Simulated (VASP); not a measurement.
Energy against volume of RuAl (CsCl type). Calculation: AM05 GGA, VASP's PBE PAW potentials (set 64) (plane waves; VASP).

```json
[
 {"V (Å³/atom)": "12.357", "E (eV/atom)": "-7.55072"},
 {"V (Å³/atom)": "12.752", "E (eV/atom)": "-7.57834"},
 {"V (Å³/atom)": "13.146", "E (eV/atom)": "-7.58676"},
 {"V (Å³/atom)": "13.540", "E (eV/atom)": "-7.57886"},
 {"V (Å³/atom)": "13.935", "E (eV/atom)": "-7.55708"}
]
```

**Question.** Fit a third-order Birch-Murnaghan equation of state.

**Answer.** 
The volume per atom is 13.14 Å³/atom and the bulk modulus is 221 GPa. The pressure derivative of the bulk modulus is 4.39 and the lattice constant a comes out as 0.2973 nm.

The compound is RuAl in the CsCl type structure. It was relaxed first.
